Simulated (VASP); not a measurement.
Input of a VASP 6.6.1 run:

Contents of INCAR:

```
  PREC = Accurate
  ENCUT = 520
  EDIFF = 1E-7
  ISMEAR = 0
  SIGMA = 0.1
  LREAL = F
  LASPH = T
  NELM = 80
  ALGO = Normal
  ISIF = 3
  LWAVE = F
  LCHARG = F
  GGA = PS
  IBRION = 2
  NSW = 80
  EDIFFG = -0.002
  PSTRESS = 750.0
```

Contents of KPOINTS:

```
regular mesh
0
Gamma
  21 21 12
```

The input POSCAR:

```
Hf                                      
1.0
    2.8526138642      0.0000000000      0.0000000000
   -1.4263069321      2.4704360762      0.0000000000
    0.0000000000      0.0000000000      4.6325084475
  Hf            
     2
Direct
     0.3333333300000021    0.6666666699999979    0.2500000000000000
     0.6666666699999979    0.3333333300000021    0.7500000000000000
```

Potentials or basis: VASP PAW PBE potentials, release 64 (Hf_pv).

The run is started by

```bash
$ cat potpaw_PBE.64/Hf_pv/POTCAR > POTCAR
$ mpirun -np 1 vasp_std > vasp.out
```

(1) Estimate the relaxed cell.

(2) Predict the band gap on the k mesh.

(3) Estimate the relaxed volume.

Results:

(1) a = 2.754 Å, b = 2.754 Å, c = 4.559 Å, α = 90.00°, β = 90.00°, γ = 120.00°.

(2) none (metal or under the smearing width).

(3) 14.97 Å³/atom.

Caveat: the cell is relaxed towards a set pressure, so the enthalpy falls and the energy may rise; the PAW data sets were made with another functional, which shifts forces and pressure a little.
